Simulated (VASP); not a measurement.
An input for Quantum ESPRESSO's pw.x (written as the equivalent of a VASP run, and not itself run):

```
&CONTROL
  calculation = 'vc-relax'
  pseudo_dir = './pseudo'
  outdir = './out'
  tprnfor = .true.
  tstress = .true.
  nstep = 60
  forc_conv_thr = 0.00078
/
&SYSTEM
  ibrav = 0
  nat = 7
  ntyp = 2
  ecutwfc = 82
  occupations = 'smearing'
  smearing = 'methfessel-paxton'
  degauss = 0.00735
  input_dft = 'pbesol'
/
&ELECTRONS
  conv_thr = 7.3e-08
  electron_maxstep = 100
/
&IONS
/
&CELL
/
ATOMIC_SPECIES
  Ca 40.078 Ca.upf
  C 12.011 C.upf
CELL_PARAMETERS angstrom
     4.6141517   -2.1643910   -0.0208430
     4.6141517    2.1643910   -0.0208430
     3.6152083    0.0000000    3.5924488
ATOMIC_POSITIONS crystal
  Ca   0.0000000  0.0000000  0.0000000
  C    0.1668143  0.8331857  0.5000000
  C    0.5000000  0.1668143  0.8331857
  C    0.8331857  0.5000000  0.1668143
  C    0.8331857  0.1668143  0.5000000
  C    0.5000000  0.8331857  0.1668143
  C    0.1668143  0.5000000  0.8331857
K_POINTS automatic
  8 8 8 0 0 0
```

Task: Write the VASP files for the same calculation (PBEsol).

Result: One answer among several that fit: 
### POSCAR
```
CaC6
1
    4.6141516661    -2.1643909967    -0.0208429919
    4.6141516661     2.1643909967    -0.0208429919
    3.6152082754     0.0000000000     3.5924487931
Ca C
1 6
Direct
  0.0000000000   0.0000000000   0.0000000000
  0.1668143482   0.8331856518   0.5000000000
  0.5000000000   0.1668143482   0.8331856518
  0.8331856518   0.5000000000   0.1668143482
  0.8331856518   0.1668143482   0.5000000000
  0.5000000000   0.8331856518   0.1668143482
  0.1668143482   0.5000000000   0.8331856518
```

INCAR:
```
NELM = 100
EDIFF = 1E-6
LCHARG = F
ENCUT = 520   ! plane-wave cut-off (eV)
EDIFFG = -0.02   ! ionic stop
IBRION = 2
SYSTEM = CaC6
LWAVE = F
SIGMA = 0.1   ! width (eV)
ISIF = 3   ! ions, shape and volume
ALGO = Normal   ! blocked Davidson
ISMEAR = 1   ! Methfessel-Paxton
NSW = 60
LREAL = F   ! projection in real space or not
GGA = PS
PREC = Accurate
LASPH = T   ! aspherical one-centre terms
```

### KPOINTS
```
Regular mesh
0
Gamma
8 8 8
```

POTCAR, in this order: Ca_sv C (PBE.64 set). Program: vasp_std.

The two are equivalent in intent, not identical: the potentials are each code's own (VASP's PAW set, PseudoDojo norm-conserving files in pw.x), so ENCUT and ecutwfc are chosen apart and not converted; conv_thr bounds pw.x's estimated SCF error, while EDIFF bounds the energy change between steps; forc_conv_thr acts on force components and is met together with etot_conv_thr.

The compound is CaC6 in the sg166 structure. It was relaxed first. The start is the result of an earlier pass.
